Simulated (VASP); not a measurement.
Input of a VASP 6.6.1 run:

File INCAR:

```
SYSTEM = MgSiH4O
  PREC = Accurate
  ENCUT = 520
  EDIFF = 1E-6
  ISMEAR = 0
  SIGMA = 0.01
  LREAL = .FALSE.
  LASPH = .TRUE.
  NELM = 60
  ALGO = Fast
  ISIF = 2
  LWAVE = .FALSE.
  LCHARG = .FALSE.
  GGA = PE
  IVDW = 2
  LORBIT = 11
```

Contents of KPOINTS:

```
Automatic mesh
0
G
  1 1 1
  0 0 0
```

Contents of POSCAR:

```
MgSiH4O
1.0
   15.0000000000      0.0000000000      0.0000000000
    0.0000000000     12.0000000000      0.0000000000
    0.0000000000      0.0000000000     12.0000000000
Mg O Si H
1 1 1 4
Direct
    0.4206233300      0.4324083300      0.4435291700
    0.5299033300      0.4814083300      0.4796708300
    0.6279633300      0.5255916700      0.5120458300
    0.3178833300      0.3863416700      0.4095458300
    0.6761033300      0.5698750000      0.4125541700
    0.6236766700      0.6171583300      0.5961208300
    0.6838500000      0.4346916700      0.5603958300
```

Potentials or basis: VASP PAW PBE potentials, release 64 (Mg, O, Si, H).

Command:

```console
$ cat potpaw_PBE.64/Mg/POTCAR potpaw_PBE.64/O/POTCAR potpaw_PBE.64/Si/POTCAR potpaw_PBE.64/H/POTCAR > POTCAR
$ mpirun -np 1 vasp_gam > vasp.out
```

Problem. Estimate the Hirshfeld charges.

Solution. Mg +0.65; O -0.43; Si +0.30; H -0.23, -0.09, -0.10 e.

Problem. What does it give for the dispersion energy per atom?

Solution. -0.005 eV.

Problem. Estimate the gap between the frontier levels.

Solution. 4.90 eV.

Problem. Estimate the largest force.

Solution. 0.397 eV/Å.

Forces in eV/Å, atoms in the order of the input:
```
Mg  -0.149 -0.056 -0.041
O   -0.292 -0.101 -0.073
Si   0.366  0.124  0.091
H   -0.067 -0.025 -0.019
H    0.067  0.050 -0.104
H   -0.003  0.101  0.092
H    0.077 -0.093  0.053
```

As with any semilocal functional, this PBE gap is likely too small.
